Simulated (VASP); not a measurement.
# AgCl: input slips in a band-gap run and what they do

Aim: see how common mistakes in a band-structure run show up, on AgCl. The starting structure is a computed structure from the Materials Project. Cell and atoms stay as given unless a step says otherwise.

Program: VASP 6.6.1. Level of theory: Kohn-Sham DFT with plane waves and PAW; LDA. Results are calculated unless marked as measured.

## Step 1: Starting point

Symmetry: Fm-3m, No. 225, cubic system. The conventional cell has a = 5.545 Å, b = 5.545 Å, c = 5.545 Å, α = 90.00°, β = 90.00°, γ = 90.00°. Ag has 6 Cl at 2.77 Å nearest. Cl has 6 Ag at 2.77 Å nearest. Farther neighbours and most contacts between anions are not listed.

## Step 2: Reference bands

File INCAR:

```
SYSTEM = AgCl
PREC = Accurate
ENCUT = 350
EDIFF = 1E-06
NELM = 100
ISMEAR = 0
SIGMA = 0.03
LREAL = .FALSE.
ALGO = Normal
GGA = CA
NBANDS = 21
LORBIT = 11
LWAVE = .FALSE.
LCHARG = .FALSE.
KPAR = 4
```

File POSCAR:

```
AgCl
1.0
    0.0000000000      2.7726629968      2.7726629968
    2.7726629968      0.0000000000      2.7726629968
    2.7726629968      2.7726629968      0.0000000000
Ag Cl
1 1
Direct
    0.0000000000      0.0000000000      0.0000000000
    0.5000000000      0.5000000000      0.5000000000
```

File KPOINTS:

```
Automatic mesh
0
Gamma
6 6 6
0 0 0
```

File KPOINTS_OPT:

```
Line mode
10
Line-mode
Reciprocal
  0.00000000   0.00000000   0.00000000 GAMMA
  0.50000000   0.00000000   0.50000000 X

  0.50000000   0.00000000   0.50000000 X
  0.50000000   0.25000000   0.75000000 W

  0.50000000   0.25000000   0.75000000 W
  0.37500000   0.37500000   0.75000000 K

  0.37500000   0.37500000   0.75000000 K
  0.00000000   0.00000000   0.00000000 GAMMA

  0.00000000   0.00000000   0.00000000 GAMMA
  0.50000000   0.50000000   0.50000000 L

  0.50000000   0.50000000   0.50000000 L
  0.62500000   0.25000000   0.62500000 U

  0.62500000   0.25000000   0.62500000 U
  0.50000000   0.25000000   0.75000000 W

  0.50000000   0.25000000   0.75000000 W
  0.50000000   0.50000000   0.50000000 L

  0.50000000   0.50000000   0.50000000 L
  0.37500000   0.37500000   0.75000000 K

  0.62500000   0.25000000   0.62500000 U
  0.50000000   0.00000000   0.50000000 X
```

Potentials, in the order of the species: Ag and Cl (LDA family, release 64).

The run is started by

```sh
mpirun -np 4 vasp_std
```

What it wrote:

```text
[banner, memory and clock lines left out]
running    4 mpi-ranks, on    1 nodes
 distrk:  each k-point on    1 cores,    4 groups
 distr:  one band on    1 cores,    1 groups

 POSCAR found type information on POSCAR AgCl
 POSCAR found :  2 types and       2 ions
 LDA part: xc-table for (Slater(with rela. corr.)+CA(PZ))
 , standard interpolation
 POSCAR, INCAR and KPOINTS ok, starting setup
 FFT: planning ... GRIDC
 FFT: planning ... GRID_SOFT
 FFT: planning ... GRID
 WAVECAR not read
 entering main loop
       N       E                     dE             d eps       ncg     rms          rms(c)
DAV:   1     0.774343765049E+02    0.77434E+02   -0.65570E+03   704   0.554E+02
DAV:   2    -0.408220494943E+01   -0.81517E+02   -0.74466E+02   777   0.159E+02
DAV:   3    -0.685732175451E+01   -0.27751E+01   -0.27607E+01   805   0.292E+01
DAV:   4    -0.687542074251E+01   -0.18099E-01   -0.18097E-01   752   0.256E+00
DAV:   5    -0.687562434714E+01   -0.20360E-03   -0.20360E-03   828   0.263E-01    0.634E+00
DAV:   6    -0.672190907418E+01    0.15372E+00   -0.11771E-01   825   0.500E+00    0.425E+00
DAV:   7    -0.671441762896E+01    0.74914E-02   -0.47361E-02   787   0.112E+00    0.190E+00
DAV:   8    -0.671173851391E+01    0.26791E-02   -0.33860E-03   772   0.432E-01    0.207E-01
DAV:   9    -0.671163890284E+01    0.99611E-04   -0.19857E-04   824   0.183E-01    0.376E-02
DAV:  10    -0.671164559853E+01   -0.66957E-05   -0.17850E-05   782   0.354E-02    0.153E-02
DAV:  11    -0.671164579427E+01   -0.19575E-06   -0.11696E-06   624   0.955E-03
   1 F= -.67116458E+01 E0= -.67116458E+01  d E =-.536547E-20
 Start KPOINTS_OPT (optional k-point list driver)
k-point batch [1-16\100]
       N       E                     dE             ncg
DAV:   1     0.129037552624E+04   -0.50529E+04      712
DAV:   2    -0.644031020338E+02   -0.13548E+04      757
DAV:   3    -0.110619939409E+03   -0.46217E+02      808
DAV:   4    -0.110909479077E+03   -0.28954E+00      813
DAV:   5    -0.110912841327E+03   -0.33623E-02      805
DAV:   6    -0.110912896838E+03   -0.55511E-04      825
DAV:   7    -0.110912897808E+03   -0.97012E-06      707
[...]
k-point batch [97-100\100]
       N       E                     dE             ncg
DAV:   1     0.677929327487E+04   -0.18647E+04      176
DAV:   2     0.645276266566E+04   -0.32653E+03      204
DAV:   3     0.644313576291E+04   -0.96269E+01      216
DAV:   4     0.644307891636E+04   -0.56847E-01      188
DAV:   5     0.644307826518E+04   -0.65118E-03      211
DAV:   6     0.644307825490E+04   -0.10284E-04      214
DAV:   7     0.644307825474E+04   -0.16212E-06      187
```

It took 7.4 s on 4 MPI ranks of Intel Xeon Platinum 8375C at 2.90GHz (Ice Lake), shared host; peak memory 0.49 GiB; 20 s of CPU time.

Lines that name or quote the potential files are left out of all logs, and their timing lines are given in words.

OUTCAR, selected parts (step 2):

```text
ion  position               nearest neighbor table
   1  0.000  0.000  0.000-   2 2.77   2 2.77   2 2.77   2 2.77   2 2.77   2 2.77
   2  0.500  0.500  0.500-   1 2.77   1 2.77   1 2.77   1 2.77   1 2.77   1 2.77

  LATTYP: Found a face centered cubic cell.
 ALAT       =     5.5453259936

 Subroutine GETGRP returns: Found 48 space group operations
 (whereof 48 operations were pure point group operations)

The static configuration has the point symmetry O_h .

 Found     16 irreducible k-points:

   k-points           NKPTS =     16   k-points in BZ     NKDIM =     16   number of bands    NBANDS=     21

   dimension x,y,z NGX =    24 NGY =   24 NGZ =   24
   dimension x,y,z NGXF=    48 NGYF=   48 NGZF=   48

   ENCUT  =  350.0 eV  25.72 Ry    5.07 a.u.   5.98  5.98  5.98*2*pi/ulx,y,z

   NELECT =      18.0000    total number of electrons

 k-points in reciprocal lattice and weights: Automatic mesh
   0.00000000  0.00000000  0.00000000       0.005
   0.16666667  0.00000000  0.00000000       0.037
   0.33333333  0.00000000  0.00000000       0.037
   0.50000000  0.00000000  0.00000000       0.019
   0.16666667  0.16666667  0.00000000       0.028
   0.33333333  0.16666667  0.00000000       0.111
   0.50000000  0.16666667  0.00000000       0.111
  -0.33333333  0.16666667  0.00000000       0.111
  -0.16666667  0.16666667  0.00000000       0.056
[...]
-0.33333333  0.33333333  0.16666667       0.111
  -0.33333333  0.50000000  0.16666667       0.056

 average (electrostatic) potential at core
       1 -73.6154       2 -95.5976

 E-fermi :   3.7764

 k-point     1 :       0.0000    0.0000    0.0000
  band No.  band energies     occupation
    ...
      5       1.1037      2.00000
      6       1.1037      2.00000
      7       1.2805      2.00000
      8       1.2805      2.00000
      9       1.2805      2.00000
     10       4.2248      0.00000
     11      14.3302      0.00000
     12      14.3302      0.00000
     13      14.3302      0.00000
     14      15.6271      0.00000
    ...

 k-point     2 :       0.1667    0.0000    0.0000
  band No.  band energies     occupation
    ...
      5       1.1589      2.00000
      6       1.1589      2.00000
      7       1.4148      2.00000
      8       2.2708      2.00000
      9       2.2708      2.00000
     10       5.4062      0.00000
     11      12.2685      0.00000
     12      13.5325      0.00000
     13      13.5325      0.00000
     14      15.4351      0.00000
    ...

 k-point     3 :       0.3333    0.0000    0.0000
  band No.  band energies     occupation
    ...
      5       1.3475      2.00000
      6       1.3475      2.00000
      7       1.6320      2.00000
      8       3.1961      2.00000
      9       3.1961      2.00000
     10       7.0427      0.00000
     11      10.3897      0.00000
     12      11.7663      0.00000
     13      11.7663      0.00000
     14      16.0667      0.00000
    ...

  Total       -1.5795496     -1.5795496     -1.5795496      0.0000000     -0.0000000      0.0000000
  in kB      -59.3639247    -59.3639247    -59.3639247      0.0000000     -0.0000000      0.0000000
  external PRESSURE =     -59.3639247 kB  Pullay stress =       0.0000000 kB

  energy-cutoff  :      350.00
  volume of cell :       42.63
      direct lattice vectors                 reciprocal lattice vectors
     0.000000000  2.772662997  2.772662997    -0.180332049  0.180332049  0.180332049
     2.772662997  0.000000000  2.772662997     0.180332049 -0.180332049  0.180332049
     2.772662997  2.772662997  0.000000000     0.180332049  0.180332049 -0.180332049

 POSITION                                       TOTAL-FORCE (eV/Angst)
 -----------------------------------------------------------------------------------
      0.00000      0.00000      0.00000         0.000000      0.000000      0.000000
      2.77266      2.77266      2.77266         0.000000      0.000000      0.000000
 -----------------------------------------------------------------------------------
    total drift:                                0.000000     -0.000000     -0.000000

  FREE ENERGIE OF THE ION-ELECTRON SYSTEM (eV)
  ---------------------------------------------------
  free  energy   TOTEN  =        -6.7116457943 eV

  energy  without entropy=       -6.7116457943  energy(sigma->0) =       -6.71164579

 total charge
# of ion       s       p       d       tot
------------------------------------------
    1        0.212   0.146   9.345   9.703
    2        1.599   3.426   0.000   5.025
--------------------------------------------------
tot          1.811   3.572   9.345  14.728

[... 3 further parts left out ...]
```

Spin-orbit coupling is off here; it would split degenerate levels. At this level the cell is under a tension of 5.9 GPa, so at these settings it is away from equilibrium.

The reference gap is 0.636 eV.

## Step 3: Bands with no empty bands

A slip made on purpose: no empty bands. Against step 2 the input has NBANDS = 9 and no band path (also changed: NELM).

Edit INCAR of step 2 so:

```diff
@@ -4,3 +4,3 @@
 EDIFF = 1E-06
-NELM = 100
+NELM = 60
 ISMEAR = 0
@@ -10,3 +10,3 @@
 GGA = CA
-NBANDS = 21
+NBANDS = 9
 LORBIT = 11
```

POSCAR is that of step 2.

KPOINTS is that of step 2.

The run is started by

```sh
mpirun -np 4 vasp_std
```

What it wrote:

```text
[... set-up lines as in an earlier step ...]
 entering main loop
       N       E                     dE             d eps       ncg     rms          rms(c)
DAV:   1     0.815345051481E+02    0.81535E+02   -0.73938E+03   320   0.130E+03
DAV:   2    -0.522095771080E-01   -0.81587E+02   -0.81587E+02   309   0.272E+02
DAV:   3    -0.643772185142E+01   -0.63855E+01   -0.63855E+01   359   0.686E+01
DAV:   4    -0.686334931677E+01   -0.42563E+00   -0.42563E+00   355   0.130E+01
[...]
DAV:  10    -0.671164661507E+01   -0.11196E-04   -0.59160E-05   370   0.808E-02    0.151E-02
DAV:  11    -0.671164566089E+01    0.95417E-06   -0.10017E-05   303   0.454E-02    0.332E-03
DAV:  12    -0.671164572571E+01   -0.64819E-07   -0.65077E-07   144   0.101E-02
 -----------------------------------------------------------------------------
|                                                                             |
|           W    W    AA    RRRRR   N    N  II  N    N   GGGG   !!!           |
|           W    W   A  A   R    R  NN   N  II  NN   N  G    G  !!!           |
|           W    W  A    A  R    R  N N  N  II  N N  N  G       !!!           |
|           W WW W  AAAAAA  RRRRR   N  N N  II  N  N N  G  GGG   !            |
|           WW  WW  A    A  R   R   N   NN  II  N   NN  G    G                |
|           W    W  A    A  R    R  N    N  II  N    N   GGGG   !!!           |
|                                                                             |
|     Your highest band is occupied at some k-points! Unless you are          |
|     performing a calculation for an insulator or semiconductor, without     |
|     unoccupied bands, you have included TOO FEW BANDS!! Please increase     |
|     the parameter NBANDS in file INCAR to ensure that the highest band      |
|     is unoccupied at all k-points. It is always recommended to include      |
|     a few unoccupied bands to accelerate the convergence of                 |
|     molecular-dynamics runs (even for insulators or semiconductors),        |
|     since the presence of unoccupied bands improves wavefunction            |
|     prediction and helps to suppress 'band-crossings'.                      |
|                                                                             |
 -----------------------------------------------------------------------------

   1 F= -.67116457E+01 E0= -.67116457E+01  d E =-.122789E-13
```

Elapsed: 3.2 s, on 4 MPI ranks; peak memory 0.46 GiB.

Parts of OUTCAR (step 3):

```text
  Total       -1.5836114     -1.5836114     -1.5836114      0.0000000      0.0000000      0.0000000
  in kB      -59.5165775    -59.5165775    -59.5165775      0.0000000      0.0000000      0.0000000
  external PRESSURE =     -59.5165775 kB  Pullay stress =       0.0000000 kB

 POSITION                                       TOTAL-FORCE (eV/Angst)
 -----------------------------------------------------------------------------------
      0.00000      0.00000      0.00000        -0.000000      0.000000     -0.000000
      2.77266      2.77266      2.77266         0.000000     -0.000000      0.000000
 -----------------------------------------------------------------------------------
    total drift:                                0.000000     -0.000000     -0.000000

  FREE ENERGIE OF THE ION-ELECTRON SYSTEM (eV)
  ---------------------------------------------------
  free  energy   TOTEN  =        -6.7116457257 eV

  energy  without entropy=       -6.7116457257  energy(sigma->0) =       -6.71164573

[... 1 part as in an earlier step ...]

[... 2 further parts left out ...]
[key lines of the parts left out:]
E-fermi :   3.7374
```

The run converges, yet it holds no empty band, so no gap can be read from it.

## Step 4: Bands with a wide metal-type smearing

A slip made on purpose: a wide metal-type smearing. Against step 2 the input has ISMEAR = 1 and SIGMA = 1 (also changed: NELM).

File INCAR:

```
SYSTEM = AgCl
PREC = Accurate
ENCUT = 350
EDIFF = 1E-06
NELM = 60
ISMEAR = 1
SIGMA = 1
LREAL = .FALSE.
ALGO = Normal
GGA = CA
NBANDS = 21
LORBIT = 11
LWAVE = .FALSE.
LCHARG = .FALSE.
KPAR = 4
```

POSCAR is that of step 3.

KPOINTS is that of step 3.

KPOINTS_OPT is that of step 2.

The run is started by

```sh
mpirun -np 4 vasp_std
```

What it wrote:

```text
[... set-up lines as in an earlier step ...]
 entering main loop
       N       E                     dE             d eps       ncg     rms          rms(c)
DAV:   1     0.774679256796E+02    0.77468E+02   -0.65570E+03   704   0.554E+02
DAV:   2    -0.401339622651E+01   -0.81481E+02   -0.74936E+02   777   0.159E+02
DAV:   3    -0.678419949796E+01   -0.27708E+01   -0.27539E+01   805   0.292E+01
DAV:   4    -0.680231319544E+01   -0.18114E-01   -0.18111E-01   752   0.256E+00
[...]
DAV:  10    -0.666251724125E+01   -0.90127E-06   -0.20631E-05   772   0.485E-02    0.189E-02
DAV:  11    -0.666251923976E+01   -0.19985E-05   -0.51483E-06   797   0.147E-02    0.661E-03
DAV:  12    -0.666251917008E+01    0.69679E-07   -0.14893E-07   471   0.307E-03
   1 F= -.66625192E+01 E0= -.67068901E+01  d E =0.133113E+00
 Start KPOINTS_OPT (optional k-point list driver)
k-point batch [1-16\100]
       N       E                     dE             ncg
DAV:   1     0.129154630709E+04   -0.50517E+04      712
DAV:   2    -0.633356127224E+02   -0.13549E+04      762
DAV:   3    -0.109635424134E+03   -0.46300E+02      808
DAV:   4    -0.109925607287E+03   -0.29018E+00      810
DAV:   5    -0.109928986696E+03   -0.33794E-02      800
DAV:   6    -0.109929042304E+03   -0.55609E-04      843
DAV:   7    -0.109929043264E+03   -0.95979E-06      694
[...]
k-point batch [97-100\100]
       N       E                     dE             ncg
DAV:   1     0.677955885938E+04   -0.18644E+04      176
DAV:   2     0.645304295758E+04   -0.32652E+03      204
DAV:   3     0.644340616524E+04   -0.96368E+01      216
DAV:   4     0.644334928796E+04   -0.56877E-01      188
DAV:   5     0.644334863967E+04   -0.64829E-03      211
DAV:   6     0.644334862948E+04   -0.10193E-04      214
DAV:   7     0.644334862932E+04   -0.16096E-06      187
```

Elapsed: 6.4 s, on 4 MPI ranks; peak memory 0.49 GiB.

OUTCAR, selected parts (step 4):

```text
  Total       -1.7087151     -1.7087151     -1.7087151      0.0000000      0.0000000      0.0000000
  in kB      -64.2183276    -64.2183276    -64.2183276      0.0000000      0.0000000      0.0000000
  external PRESSURE =     -64.2183276 kB  Pullay stress =       0.0000000 kB

 POSITION                                       TOTAL-FORCE (eV/Angst)
 -----------------------------------------------------------------------------------
      0.00000      0.00000      0.00000        -0.000000      0.000000      0.000000
      2.77266      2.77266      2.77266         0.000000      0.000000      0.000000
 -----------------------------------------------------------------------------------
    total drift:                                0.000000     -0.000000     -0.000000

  FREE ENERGIE OF THE ION-ELECTRON SYSTEM (eV)
  ---------------------------------------------------
  free  energy   TOTEN  =        -6.6625191701 eV

  energy  without entropy=       -6.7956318851  energy(sigma->0) =       -6.70689008

[... 2 parts as in an earlier step ...]

[... 1 further part left out ...]
[key lines of the parts left out:]
E-fermi :   3.9279
```

With a wide metal-type smearing the gap is 0.636 eV, +0.000 eV from the reference.

[end of part 1 of 2]

[Lines on the potential files, build, host, timing and source positions are cut from VASP's logs without a mark.]

[Logs are printed without paths, hosts, clocks, repeated set-up lines and the standing remarks that a program may print on its own settings, such as how far it seeks lower states.]

[Hosts, paths, dates, database ids (printed as entryN), source tags and the programs' standing remarks are cut or masked in the printed files.]
